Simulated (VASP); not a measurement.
Consider the following.

```
CELL_PARAMETERS angstrom
      3.88440     0.00000     0.00000
      0.00000     3.88440     0.00000
      0.00000     0.00000     5.32123
ATOMIC_POSITIONS crystal
  Sn 0.50000 0.00000 0.78345
  Sn 0.00000 0.50000 0.21655
  O  0.50000 0.50000 0.00000
  O  0.00000 0.00000 0.00000
```

Calculation: vdW-DF2, VASP's PBE PAW potentials (set 64) (plane waves; VASP). Settings: 520 eV cut-off, 6×6×4 Γ-centred mesh, Gaussian smearing of 0.050 eV, potentials Sn_d O.

**Question.** The ions and cell shape at fixed volume are relaxed. Predict the relaxed structure.

**Answer.** 
```
CELL_PARAMETERS angstrom
      3.94665     0.00000     0.00000
      0.00000     3.94665     0.00000
      0.00000     0.00000     5.15469
ATOMIC_POSITIONS crystal
  Sn 0.50000 0.00000 0.77219
  Sn 0.00000 0.50000 0.22781
  O  0.50000 0.50000 0.00000
  O  0.00000 0.00000 0.00000
```
Space group P4/nmm (129), at a tolerance of 0.03 Å.

**Question.** How much energy does the relaxation gain?

**Answer.** The energy (σ→0) changes by -13.4 meV/atom, in 7 ionic steps.

The compound is SnO in the litharge structure. This cell is one point of a volume scan, at 0.94 of the reference volume. Symmetry was kept, so distortions that lower it aren't found.
